A plane-wave calculation builds each electron's wavefunction from ripples, and the wave cutoff sets how fine the finest ripple may be. In the limit of an infinite cutoff the result no longer depends on it. Below, one fixed crystal of zinc-blende CdS is taken towards that limit with a standard gradient-corrected functional.

VASP 6.6.1, PBE with the recommended PAW potentials, without spin polarisation or spin-orbit coupling, for zinc-blende CdS in a fixed two-atom cell (cubic edge 5.833 Å). All rows use an 8 × 8 × 8 k mesh and Gaussian smearing of 0.02 eV. Both gaps are differences between Kohn-Sham levels at the points of this mesh.

```
wave cutoff  gap on mesh (eV)  direct gap on mesh (eV)
     250 eV           1.14100                  1.14100
     300 eV           1.14100                  1.14100
     350 eV           1.14500                  1.14500
     400 eV           1.14800                  1.14800
     450 eV           1.14900                  1.14900
     520 eV           1.15000                  1.15000
     600 eV           1.15000                  1.15000
     700 eV           1.15000                  1.15000
```

All rows: why do the two gap columns agree?

The first column is the smallest distance between filled and empty levels anywhere on the mesh of crystal momenta. The second allows only pairs with the same momentum. Equal values mean that the highest filled and lowest empty level sit at the same point. The levels of the 300 and 600 eV runs show that this point is Γ, where the momentum is zero.

250 to 300 eV: two equal values, so has the gap settled?

It has not, because the gap widens in the next row. The band edges of the same runs show what happened: the valence edge rose by 2.5 meV and the conduction edge by 3.0 meV. A gap is a difference, and two errors that move together drop out of it. A single pair of equal values is therefore weak evidence of convergence.

300 to 450 eV: which edge widens the gap?

Mostly the valence edge, which comes down while the conduction edge creeps up. Between 300 and 700 eV it accounts for about 70% of the widening. This division depends on the program's zero of energy, which could itself drift. The deep S 3s level moves by only 1 meV between 300 and 600 eV, which speaks against a large drift.

Why should the valence edge come down?

The Cd 4d shell is a natural suspect. Its orbitals are compact and need fine ripples, and a basis that is too coarse holds their energy too high. At Γ the d levels form a doublet, which symmetry keeps apart from S 3p, and a triplet, which mixes with S 3p and pushes the valence top up. If the d levels sink, that push weakens.

A two-level model gives the size of the effect. Let w be the share of d character in the valence top. It tends to zero when the d level lies far below the p level, and to one half when the two coincide. If the doublet marks where the d level would lie without mixing, then

w = (doublet − lower triplet) / (valence top − lower triplet)

With the levels of the 600 eV run, in eV, this is

w = (−5.935 + 6.415) / (1.314 + 6.415) = 0.480 / 7.729 ≈ 0.062

The valence top feels a small shift of the d level in proportion to w. From 300 to 600 eV the doublet sinks by 25.7 meV, so the valence top should fall by 0.062 × 25.7 ≈ 1.6 meV. It falls by 6.1 meV. The model has no adjustable constant, but it ignores the crystal field and the width of the d bands, so only its order of magnitude counts.

The d shell thus gives the right direction but, in this estimate, only a minor part of the fall. An empty triplet at Γ, far above the d levels and p-like by the usual band order, sinks by 6.9 meV, about as much as the valence top. That may mean that p-like states gain from the finer ripples on their own account. But symmetry lets this triplet mix with d orbitals too, so a larger d share than the model gives is not excluded. No run here separates the two. For a cation such as Mg, which has no d shell near the valence band, w should be close to zero and this contribution should drop out.

520 to 700 eV: which digits of the gap are settled?

The gap of 1.150 eV is settled to about a millielectronvolt with respect to the cutoff. Going from 520 to 700 eV changes it by only 0.3 meV. The number of plane waves grows as the cutoff to the power 3/2, so this small gain takes about 1.6 times as many waves. The momentum mesh was the same in every row, so its error remains untested.

Back to 250 eV: if the gap is nearly right, is the pressure right too?

No. At 250 eV the gap is less than 1% below its value at 700 eV, but the pressure is −2.8 GPa instead of +3.2 GPa. A relaxation started at 250 eV would first shrink the cell, while one at 700 eV would expand it. This cutoff lies below the minimum usually recommended for these potentials, roughly 270 eV for Cd.

The likely cause is known as Pulay stress. The program computes the pressure at a fixed number of plane waves, and in a larger cell the same number reaches only a lower cutoff. The basis becomes coarser, the energy rises, and the cell seems to resist expansion, so the pressure comes out too low. With E the energy and V the volume of the cell, the error should be

ΔP ≈ (2/3V) · dE/d ln(cutoff)

Fed with the printed energies, this formula gives about −0.03 GPa between 350 and 400 eV, where the pressure is actually about 0.4 GPa too low. A likely reason is that the printed energy already contains a correction for the cutoff error of the free atoms, which the stress lacks. A smooth energy curve is then no guarantee of a good pressure. The analysis printed below sets the estimate beside the pressure error row by row.

What would change if the cell were allowed to relax?

The positive pressure at 700 eV means that this cell is smaller than the functional would choose. Released, it would expand, and the gap would narrow. With a rough recalled rate of 0.045 eV per GPa, the loss is of the order of 0.1 eV. That is more than ten times the effect of the whole cutoff series.

Which digits, then, belong to real CdS?

Not even the first one. The measured gap is roughly 2.4 eV, and functionals of this kind are known to give gaps that are far too small. Spin-orbit coupling, which is absent here, would split the valence top by some hundredths of an eV and narrow the gap slightly. A higher cutoff removes neither error.

For practical work, the cutoff should be tested on the quantity that will be used. The gap in this fixed cell lies within a hundredth of an eV of its final value in every row, though only just at 250 and 300 eV. For a cell that is to be relaxed, the pressure has to be followed until it stays put over several steps: here it is close to its final value at 300 eV, moves away again at 350 and 400 eV, and holds to within 0.04 GPa only from 520 eV on.

Printed output of the fit:

```
Difference from the 700 eV row:
     row  gap meV  valence edge meV  conduction edge meV  energy meV per cell  pressure GPa  Pulay estimate GPa
  250 eV     -9.4               3.8                 -5.6                35.03        -6.002                 n/a
  300 eV     -8.9               6.3                 -2.6                6.743       -0.1301              -0.334
  350 eV     -5.5               3.5                   -2                 5.09       -0.3969            -0.02308
  400 eV     -2.5               1.6                 -0.9                2.983       -0.4186            -0.03397
  450 eV       -1               0.9                 -0.1                1.085       -0.1496            -0.03469
  520 eV     -0.3               0.5                  0.2                0.083     -0.002643            -0.01492
  600 eV     -0.1               0.2                  0.1                0.203      -0.03726            0.001805
  700 eV        0                 0                    0                    0             0           -0.002835
Gap widening from 250 to 700 eV (meV): 9.4
The same as percent of the gap: 0.8173
Gap change from 250 to 300 eV (meV): 0.5
Valence edge change from 250 to 300 eV (meV): 2.5
Conduction edge change from 250 to 300 eV (meV): 3
Gap widening from 300 to 700 eV (meV): 8.9
Percent of that widening due to the valence edge: 70.79
Gap change from 520 to 700 eV (meV): 0.3
Ratio of plane-wave numbers at 700 and 520 eV: 1.562
Shift of the Cd d doublet at Gamma from 300 to 600 eV (meV): -25.7
Shift of the Cd d triplet at Gamma from 300 to 600 eV (meV): -23
Shift of the S 3s level at Gamma from 300 to 600 eV (meV): 1
Shift of the empty triplet at Gamma from 300 to 600 eV (meV): -6.9
Shift of the valence edge from 300 to 600 eV (meV): -6.1
Two-level d share of the valence top (percent): 6.208
Valence edge shift that this share predicts (meV): -1.595
d share that the whole shift would need (percent): 23.74
Pressure at 250 eV (GPa): -2.787
Pressure at 700 eV (GPa): 3.215
Energy change from 520 to 600 eV (meV per cell): 0.12
Rough gap loss if the cell expanded to zero pressure (eV): 0.1447
Rough shortfall against the recalled measured gap (eV): 1.25
```
